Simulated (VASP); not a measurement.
Data:

```
CuI
1.0
    0.00000     3.04036     3.04036
    3.04036     0.00000     3.04036
    3.04036     3.04036     0.00000
Cu I
1 1
Direct
  0.00000   0.00000   0.00000
  0.25000   0.25000   0.25000
```

Method: PBE GGA, VASP's PBE PAW potentials (set 64) (plane waves; VASP). Run with 520 eV cut-off, 8×8×8 Γ-centred mesh, Gaussian smearing of 0.050 eV, potentials Cu I.

Unless said otherwise, spin-orbit coupling is left out, though it shifts the bands of the heavy elements here.

Problem. What does the run give for the energy per atom (σ→0), band gap (on the k-mesh) with the smallest direct gap where there is one?

Solution. 
The band gap (on the k-mesh) is 1.12 eV and the smallest direct gap (on the k-mesh) is 1.12 eV. The energy per atom (σ→0) is -2.781 eV/atom.

The compound is CuI in the zinc blende structure. It was relaxed first.
